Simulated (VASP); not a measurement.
A run of VASP 6.6.1 is set up as follows.

File POSCAR:

```
TiFeO2
1.0
    0.6953050200     -2.8201402900      0.0000000000
    0.6953050200     -1.3243533000     -2.4898373000
    5.3715733800      2.8201402900      0.0000000000
Fe Ti O
1 1 2
Direct
    0.0000000000      0.0000000000      0.0000000000
    0.0000000000      0.5000000000      0.5000000000
    0.2220000000      0.8890000000      0.3330000000
    0.7780000000      0.1110000000      0.6670000000
```

The input INCAR.step1:

```
ALGO = Normal
EDIFF = 1E-4
ENCUT = 520
GGA = PE
ISMEAR = 1
LASPH = True
LCHARG = False
LREAL = False
LWAVE = True
NBANDS = 24
NELM = 100
PREC = Accurate
SIGMA = 0.093
```

The input INCAR.step2:

```
ALGO = Normal
EDIFF = 1E-6
ENCUT = 520
ISIF = 2
ISMEAR = 1
ISTART = 1
LASPH = True
LCHARG = False
LMIXTAU = True
LREAL = False
LWAVE = False
METAGGA = R2SCAN
NBANDS = 24
NELM = 100
PREC = Accurate
SIGMA = 0.093
```

File KPOINTS:

```
k-points
0
Gamma
  10 10 10
```

Potentials or basis: VASP PAW PBE potentials, release 64 (Fe, Ti_sv, O).

The run is started by

```sh
$ cat potpaw_PBE.64/Fe/POTCAR potpaw_PBE.64/Ti_sv/POTCAR potpaw_PBE.64/O/POTCAR > POTCAR
$ cp INCAR.step1 INCAR
$ mpirun -np 1 vasp_std > vasp.out
$ cp INCAR.step2 INCAR
$ mpirun -np 1 vasp_std > vasp.out
```

(1) What does it give for the largest force?

(2) Predict the pressure.

Results:

(1) 2.102 eV/Å.

(2) 8.7 GPa.

Caveat: the PAW data sets were made with another functional, which shifts forces and pressure a little; the run has no spin polarisation, though such a crystal can be magnetic.
